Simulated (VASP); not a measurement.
Data:

```xyz
4
Lattice="4.0783 0.0000 0.0000 0.0000 4.0783 0.0000 0.0000 0.0000 4.0783" Properties=species:S:1:pos:R:3 pbc="T T T"
Sc     0.0000     0.0000     0.0000
Al     0.0000     2.0391     2.0391
Al     2.0391     0.0000     2.0391
Al     2.0391     2.0391     0.0000
```

Calculation: PBE GGA, VASP's PBE PAW potentials (set 64) (plane waves; VASP). Numerical set-up: 300 eV cut-off, 8×8×8 Γ-centred mesh, Gaussian smearing of 0.27 eV, potentials Sc_sv Al.

At this cut-off the stress carries a Pulay error, which pulls relaxed volumes low.

Q: Predict the energy per atom (σ→0), pressure, band gap (on the k-mesh) with the smallest direct gap where there is one.

A: 
The band gap (on the k-mesh) comes out as none (metal, semimetal or under 0.01 eV) and the energy per atom (σ→0) is -465.0 kJ/mol-atom. The pressure is 1.72 GPa.

Total energies compare only between runs with the same potentials, cut-off and functional.

The structure is a typed Al3Sc crystal (Pm-3m). The cell was not relaxed at this level.
